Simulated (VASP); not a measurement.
VASP runs on TiB2 (AlB2 type) share one base input (PBE GGA, plane waves, VASP's PBE PAW potentials (set 64)) and change the settings named in each case.

POSCAR:
```
TiB2
1
    1.5453000000    -2.6765380000     0.0000000000
    1.5453000000     2.6765380000     0.0000000000
    0.0000000000     0.0000000000     3.2946000000
Ti B
1 2
Direct
  0.0000000000   0.0000000000   0.0000000000
  0.3333330000   0.6666670000   0.5000000000
  0.6666670000   0.3333330000   0.5000000000
```

KPOINTS:
```
kpoints
0
gamma
 10 10 8
```

INCAR:
```
! general
SYSTEM =TiB2
PREC   =Accurate
ENCUT  =520   ! plane-wave cut-off (eV)
LREAL  =.FALSE.   ! projection in real space or not
LASPH  =.TRUE.   ! aspherical one-centre terms

! electronic loop
EDIFF  =1E-6   ! SCF stop (eV)
NELM   =100
ALGO   =Normal
LMAXMIX=4   ! l cut-off of mixed one-centre charges

! smearing
ISMEAR =1
SIGMA  =0.1   ! width (eV)

! functional
GGA    =PE   ! PBE

! ions
ISIF   =2   ! forces and stress, cell fixed

! output
LWAVE  =.FALSE.
LCHARG =.FALSE.
```

POTCAR, in this order: Ti_sv B (PBE.64 set). Program: vasp_std.

```csv
change,E(σ→0) (eV/atom),pressure (GPa),−TS (eV)
base run,-8.1180,-13.32,-0.0013
"LDAU = .TRUE., LDAUJ = 0 0, LDAUL = 2 -1, LDAUTYPE = 2, LDAUU = 1.0 0",-7.8531,-11.66,-0.0014
"LDAU = .TRUE., LDAUJ = 0 0, LDAUL = 2 -1, LDAUTYPE = 2, LDAUU = 2.0 0",-7.5917,-9.97,-0.0015
"LDAU = .TRUE., LDAUJ = 0 0, LDAUL = 2 -1, LDAUTYPE = 2, LDAUU = 3.0 0",-7.3339,-8.26,-0.0015
"LDAU = .TRUE., LDAUJ = 0 0, LDAUL = 2 -1, LDAUTYPE = 2, LDAUU = 4.0 0",-7.0797,-6.54,-0.0016
"LDAU = .TRUE., LDAUJ = 0 0, LDAUL = 2 -1, LDAUTYPE = 2, LDAUU = 5.0 0",-6.8294,-4.80,-0.0016
"LDAU = .TRUE., LDAUJ = 0 0, LDAUL = 2 -1, LDAUTYPE = 2, LDAUU = 6.0 0",-6.5829,-3.05,-0.0016
"LDAU = .TRUE., LDAUJ = 0 0, LDAUL = 2 -1, LDAUTYPE = 2, LDAUU = 8.0 0",-6.1018,0.63,-0.0015
"LDAU = .TRUE., LDAUJ = 0 0, LDAUL = 2 -1, LDAUTYPE = 2, LDAUU = 5.0 0, LMAXMIX = 2",-6.8294,-4.83,-0.0016
```
 Energies of different potentials or functionals have different zeros.

Left out are runs that ran out of time, are held back, or changed the cell or the kind of run, fixed moments of cells without a moment, rows past the twelfth, gaps on odd meshes, pressures of charged cells and columns that move by less than the noise.

The compound is TiB2 in the AlB2 type structure. The cell was not relaxed at this level.
